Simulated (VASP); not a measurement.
OSZICAR of a VASP run on TiB2 (AlB2 type):

### OSZICAR
```
       N       E                     dE             d eps       ncg     rms          rms(c)
DAV:   1     0.129582613749E+03    0.12958E+03   -0.94306E+03  6760   0.159E+03
DAV:   2    -0.182559085144E+02   -0.14784E+03   -0.14422E+03  6840   0.395E+02
DAV:   3    -0.279650955708E+02   -0.97092E+01   -0.95476E+01  9963   0.950E+01
DAV:   4    -0.282865449436E+02   -0.32145E+00   -0.32124E+00  8709   0.162E+01
DAV:   5    -0.282971683586E+02   -0.10623E-01   -0.10623E-01 10180   0.256E+00    0.168E+01
DAV:   6    -0.226544527111E+02    0.56427E+01   -0.27094E+01  9014   0.612E+01    0.377E+00
DAV:   7    -0.227226398128E+02   -0.68187E-01   -0.15265E+00  7489   0.138E+01    0.306E+00
DAV:   8    -0.227330371245E+02   -0.10397E-01   -0.12427E-01 10401   0.311E+00    0.648E-01
DAV:   9    -0.227309931289E+02    0.20440E-02   -0.39900E-02  9221   0.269E+00    0.228E-01
DAV:  10    -0.227305913928E+02    0.40174E-03   -0.53626E-03  8820   0.103E+00    0.105E-01
DAV:  11    -0.227304918119E+02    0.99581E-04   -0.23947E-04  8745   0.183E-01    0.527E-02
DAV:  12    -0.227304746393E+02    0.17173E-04   -0.10245E-04  9167   0.124E-01    0.107E-02
DAV:  13    -0.227304749145E+02   -0.27526E-06   -0.74150E-06  7931   0.355E-02
   1 F= -.22730475E+02 E0= -.22730432E+02  d E =-.127486E-03
```

Problem. Which electronic solver shows in the log?

Solution. It is blocked Davidson (ALGO = Normal, or the opening steps of other solvers). The INCAR had ALGO = Normal.

Problem. Can the final energy be trusted as converged?

Solution. Self-consistency was reached. It stopped with EDIFF = 1E-6, NELM = 100 (PBE GGA + U (Dudarev), plane waves, VASP's PBE PAW potentials (set 64)).

The compound is TiB2 in the AlB2 type structure. The cell was not relaxed at this level, atoms are displaced from their ideal sites. The run is one of a series of settings (LDAU = .TRUE., LDAUJ = 0 0, LDAUL = 2 -1, LDAUTYPE = 2, LDAUU = 2.0 0 against the base run), some of them coarse on purpose.
